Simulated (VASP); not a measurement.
A calculation with VASP 6.6.1 of NaMg6Ni (ASE script, Cartesian positions):

run.py

```python
from ase.calculators.vasp import Vasp
from ase.dft.bandgap import bandgap
from ase.io import read

atoms = read('NaMg6Ni.xyz')
atoms.set_initial_magnetic_moments([1.0, 0.0, 0.0, 0.0, 0.0, 0.0, 0.0, 0.0])
calc = Vasp(
    directory='calc',
    xc='lda',
    pp='LDA',
    setups={'base': 'minimal', 'Ni': '_GW', 'Mg': '_GW', 'Na': '_sv_GW'},
    prec='Accurate',
    encut=550,
    ediff=1e-07,
    ismear=0,
    sigma=0.1,
    lreal=False,
    lasph=True,
    nelm=100,
    algo='Normal',
    isif=2,
    lwave=False,
    lcharg=False,
    ispin=2,
    lorbit=11,
    lmaxmix=4,
    kpts=[6, 5, 5],
    gamma=True,
)
atoms.calc = calc

print('energy (eV):', atoms.get_potential_energy())
print('free energy (eV):', atoms.get_potential_energy(force_consistent=True))
print('forces (eV/A):')
print(atoms.get_forces())
print('stress (eV/A^3, Voigt):', atoms.get_stress())
print('Fermi level (eV):', calc.get_fermi_level())
print('moment (muB):', atoms.get_magnetic_moment())
print('site moments (muB):', atoms.get_magnetic_moments())
gap, top, bottom = bandgap(calc)
print('band gap (eV):', gap, 'from (spin, k, band)', top, 'to', bottom)
```

NaMg6Ni.xyz

```xyz
8
Lattice="4.9554060000 0.0000000000 0.0000000000 0.0000000000 3.1463075000 5.3850670000 0.0000000000 -3.1463075000 5.3850670000" Properties=species:S:1:pos:R:3 pbc="T T T"
Ni     0.0000000000      0.0000000000      9.2930424323
Mg     2.4777030000      0.0000000000      1.7657311589
Mg     2.4777030000      1.6778754488      4.3887542141
Mg     2.4777030000     -1.6778754488      4.3887542141
Mg     0.0000000000      0.0000000000      3.6019959254
Mg     0.0000000000      1.6259991308      6.2262898563
Mg     0.0000000000     -1.6259991308      6.2262898563
Na     2.4777030000      0.0000000000      7.1896783426
```

Potentials or basis: VASP PAW LDA potentials, release 64 (Ni_GW, Mg_GW, Na_sv_GW).

The run is started by

```sh
$ python run.py
```

The cell comes from a database or a generator and needn't be the stable form of this composition.

Q: Write the same calculation in another form: native input, structure from a POSCAR.

A: As run:

The input INCAR:

```
SYSTEM = NaMg6Ni
ALGO = Normal
EDIFF = 1E-6
ENCUT = 550
GGA = CA
ISIF = 2
ISMEAR = 0
ISPIN = 2
LASPH = .True.
LCHARG = .True.
LELF = .True.
LMAXMIX = 4
LORBIT = 11
LREAL = .False.
LVHAR = .True.
LWAVE = .False.
MAGMOM = 1 0 0 0 0 0 0 0
NELM = 150
PREC = Accurate
SIGMA = 0.1
```

KPOINTS

```
k-points
0
Gamma
  6 5 5
  0 0 0
```

Contents of POSCAR:

```
NaMg6Ni
4.9554
    1.000001210800      0.000000000000      0.000000000000
    0.000000000000      0.634925031279      1.086706824878
    0.000000000000     -0.634925031279      1.086706824878
Ni Mg Na
1 6 1
Direct
    0.0000000000      0.8628530000      0.8628530000
    0.5000000000      0.1639470000      0.1639470000
    0.5000000000      0.6741350000      0.1408510000
    0.5000000000      0.1408510000      0.6741350000
    0.0000000000      0.3344430000      0.3344430000
    0.0000000000      0.8365050000      0.3197090000
    0.0000000000      0.3197090000      0.8365050000
    0.5000000000      0.6675570000      0.6675570000
```

Potentials or basis: VASP PAW LDA potentials, release 64 (Ni_GW, Mg_GW, Na_sv_GW).

Run with:

```bash
$ cat potpaw_LDA.64/Ni_GW/POTCAR potpaw_LDA.64/Mg_GW/POTCAR potpaw_LDA.64/Na_sv_GW/POTCAR > POTCAR
$ mpirun -np 1 vasp_std > vasp.out
```

Both were run:

|  | ASE script, Cartesian positions | native input, structure from a POSCAR |
| --- | --- | --- |
| Pressure | -2.4 GPa | -2.4 GPa |
| Largest force | 0.243 eV/Å | 0.243 eV/Å |
| Band gap on the k mesh | none (metal or under the smearing width) | none (metal or under the smearing width) |
| Net moment | 0.00 μB per cell | 0.00 μB per cell |
| Valence electrons inside the program's atomic spheres | Ni 8.98; Mg 0.39, 0.37, 0.36; Na 8.04 | Ni 8.98; Mg 0.39, 0.37, 0.36; Na 8.04 |

Keys that steer only the numerical path or the files written may differ.
